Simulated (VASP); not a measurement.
Energy against volume of KTaO₃ (cubic perovskite). Calculation: TPSS meta-GGA, VASP's PBE PAW potentials (set 64) (plane waves; VASP 6.6.1). Settings: 520 eV cut-off, 6×6×6 Γ-centred mesh, Gaussian smearing of 0.050 eV, potentials K_sv Ta_pv O.

```csv
V (Å³/atom),E (eV/atom)
12.595,-11.13107
12.985,-11.13909
13.374,-11.13289
13.764,-11.11471
```

### Question
Fit these four points and predict the energy of the run at 12.206 Å³/atom.

### Answer
A cubic in V^(−2/3), the third-order Birch-Murnaghan form, passes through the four points with V0 = 13.00 Å³/atom and B0 = 193 GPa, and gives -11.1062 eV/atom there. The run gave -11.1063 eV/atom, -0.2 meV/atom from the fit; all five points give B0 = 193 GPa.

The compound is KTaO3 in the cubic perovskite structure. It was relaxed first.
